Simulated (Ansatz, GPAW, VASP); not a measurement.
# One structure in several programs: K3Sb2Au3 (R-3m, 8 atoms in the cell)

Self-consistent single point.

```yaml
crystal:
  lattice:
    - [3.13119, 1.80779, 7.20303]
    - [-3.13119, 1.80779, 7.20303]
    - [0.00000, -3.61559, 7.20303]
  atoms:
    - { symbol: K, position: [0.50000, 0.50000, 0.50000] }
    - { symbol: K, position: [0.92013, 0.92013, 0.92013] }
    - { symbol: K, position: [0.07987, 0.07987, 0.07987] }
    - { symbol: Sb, position: [0.24185, 0.24185, 0.24185] }
    - { symbol: Sb, position: [0.75815, 0.75815, 0.75815] }
    - { symbol: Au, position: [0.50000, 0.00000, 0.50000] }
    - { symbol: Au, position: [0.50000, 0.50000, 0.00000] }
    - { symbol: Au, position: [0.00000, 0.50000, 0.50000] }
```

All programs got the same cell, k-point mesh and kind of occupations (in Ansatz's words: kpoints.mp_grid.grid = 3 3 3; scf.occupations.method = fermi_dirac; scf.occupations.width = 0.0037 Ry); potentials, basis and cutoffs are each program's usual ones.

```
code                                                            model  pressure (GPa)  largest force (eV/Å)  gap on the mesh (eV)   cutoff
------  -------------------------------------------------------------  --------------  --------------------  --------------------  -------
VASP                     LDA (PZ), VASP's LDA PAW potentials (set 64)           -2.73                 0.389                 1.048   300 eV
Ansatz                            LDA (PW92), PAW files made with PBE           -2.62                 0.446                 1.042  30.9 Ry
GPAW    LDA (Perdew-Wang 92), GPAW PAW datasets LDA (gpaw-data 1.0.1)           -2.56                 0.421                 1.055   550 eV
```

Size of the force on each atom (eV/Å): Sizes of forces hide their directions.

| code | K1 | K2 | K3 | Sb4 | Sb5 | Au6 | Au7 | Au8 |
|---|---|---|---|---|---|---|---|---|
| VASP | 0.000 | 0.025 | 0.025 | 0.389 | 0.389 | 0.000 | 0.000 | 0.000 |
| Ansatz | 0.000 | 0.035 | 0.035 | 0.446 | 0.446 | 0.000 | 0.000 | 0.000 |
| GPAW | 0.000 | 0.027 | 0.027 | 0.421 | 0.421 | 0.000 | 0.000 | 0.000 |

Gaps are read on the mesh. Another mesh or the band path gives a smaller gap, so these values are not converged in the mesh.

The spread over the programs that give each value: pressure within 0.17 GPa; largest force within 0.057 eV/Å; gap on the mesh within 0.013 eV.

The starting cell comes from a database of computed structures (which also holds hypothetical and non-ambient phases and stackings), without a prior relaxation at this level. On Ansatz's run: Spin-orbit coupling is off. Another mesh or the band path of this cell gives a smaller gap, so this value is not converged in the mesh.

Why do the programs differ, and what cannot be compared?

Differences of this kind can come from the potentials, where these differ, and from what each basis and cutoff leave unconverged. The valence holds different numbers of electrons (VASP 70, Ansatz (an electronic-structure program) 114, GPAW 90). The zero of total energies and Fermi levels follows the potentials and each program's conventions, so they are not compared here. Ansatz's pressure is given at a fixed set of plane waves, as the other plane-wave codes print theirs. Ansatz's smearing width was typed in Ry to four decimals, so it matches the others to a few per cent. The same LDA comes in different parametrisations, which differ slightly.

VASP's run is marked for a possible Pulay error in its stress at this cutoff; no cutoff test was made.

Left out of this page: Quantum ESPRESSO, CP2K, FLEUR and SIESTA (not drawn, or without a comparable value); ABINIT (failed or unconverged).

Keys are those of Ansatz 0.2.
